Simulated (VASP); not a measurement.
Data:

```
In
1.0
   -1.60529     1.60529     2.45551
    1.60529    -1.60529     2.45551
    1.60529     1.60529    -2.45551
In
1
Direct
  0.00000   0.00000   0.00000
```

Computed with PBE GGA, VASP's PBE PAW potentials (set 64) (plane waves; VASP). Run with 300 eV cut-off, 19×19×19 Γ-centred mesh, Fermi-Dirac smearing of 0.10 eV, potentials In_d.

At this cut-off the stress carries a Pulay error, which pulls relaxed volumes low. Unless said otherwise, spin-orbit coupling is left out, though it shifts the bands of the heavy elements here.

Task: What does the run give for the energy per atom (σ→0), pressure, band gap (on the k-mesh) with the smallest direct gap where there is one?

Result: 
```
Property                                                    Result
------------------------  ----------------------------------------
band gap (on the k-mesh)  none (metal, semimetal or under 0.01 eV)
energy per atom (σ→0)                               -2.537 eV/atom
pressure                                                  3.11 GPa
```

The structure comes from a computed database's In entry; how it stands against other phases isn't given here. The cell was not relaxed at this level.
